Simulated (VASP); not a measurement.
SnSe2:

```
Sn Se
1.0
     3.84190    0.00000    0.00000
    -1.92095    3.32718    0.00000
     0.00000    0.00000    6.48588
Sn Se
1 2
Direct
  0.00000 0.00000 0.00000
  0.66667 0.33333 0.75710
  0.33333 0.66667 0.24290
```

The cell is a database's computed one.

```yaml
Program: VASP 6.6.1
Task: relaxation of cell and atoms
Functional: PBEsol
Potentials_or_basis: VASP PAW PBE potentials, release 64 (Sn_d, Se)
Cutoff: 600 eV
k_mesh: 3 × 3 × 2
Occupations: gaussian, width 0.02 eV
Spin: no spin polarisation
```

At the start: pressure 0.6 GPa; volume 27.64 Å³/atom.

Task: How do energy, volume and symmetry change on relaxing?

Result: Over 25 steps the energy falls by 142.9 meV/atom and the volume is 23.37 Å³/atom (-15.4 %); space group P-3m1 (No. 164, to 0.05 Å).

Step by step:
| step | energy change (eV) | largest force (eV/Å) | pressure (GPa) | volume (Å³) |
| --- | --- | --- | --- | --- |
| 1 | 0.0000 | 0.0591 | 0.58 | 82.91 |
| 2 | -0.0207 | 0.0122 | -0.35 | 84.09 |
| 3 | -0.0231 | 0.0082 | -0.77 | 84.67 |
| 4 | -0.0277 | 0.2227 | 0.14 | 83.24 |
| 5 | -0.0277 | 0.2060 | 0.07 | 83.35 |
| 6 | -0.0323 | 0.2128 | 0.05 | 82.83 |
| 7 | -0.0466 | 0.2377 | 0.04 | 81.27 |
| 8 | -0.0757 | 0.2686 | 0.48 | 78.11 |
| 9 | -0.1472 | 0.0916 | 2.97 | 71.60 |
| 10 | -0.1485 | 0.1587 | 2.92 | 71.55 |
| 11 | -0.1570 | 0.5595 | 2.90 | 71.40 |
| 12 | -0.1923 | 1.0281 | 2.86 | 71.09 |
| 13 | -0.2733 | 0.9050 | 2.49 | 70.46 |
| 14 | -0.3886 | 0.4899 | 2.13 | 69.11 |
| 15 | -0.2942 | 0.8376 | 3.57 | 66.09 |
| 16 | -0.4120 | 0.2369 | 2.35 | 68.24 |
| 17 | -0.4129 | 0.1010 | 2.44 | 67.93 |
| 18 | -0.4132 | 0.1372 | 2.41 | 68.01 |
| 19 | -0.4194 | 0.1591 | 1.78 | 68.61 |
| 20 | -0.4241 | 0.1966 | 0.57 | 69.87 |
| 21 | -0.4241 | 0.1948 | 0.63 | 69.80 |
| 22 | -0.4257 | 0.1595 | 0.51 | 69.86 |
| 23 | -0.4284 | 0.0538 | 0.16 | 70.02 |
| 24 | -0.4257 | 0.1573 | -0.49 | 70.35 |
| 25 | -0.4288 | 0.0014 | -0.03 | 70.10 |

Final structure:
```
Sn Se
1.0
     4.13304    0.00000    0.00000
    -2.06652    3.57932    0.00000
     0.00000    0.00000    4.73888
Sn Se
1 2
Cartesian
  0.0000 0.0000 0.0000
  2.0665 1.1931 3.2646
  0.0000 2.3862 1.4743
```

Caveat: the k mesh is coarse (spacing up to 0.63 Å⁻¹), so the values aren't converged; the volume moved by over 15 % at a fixed basis, so the end points are rough; the PAW data sets were made with another functional, which shifts forces and pressure a little; this functional lacks dispersion, which binds the layers, so the pressure and a relaxed spacing across them are unreliable.
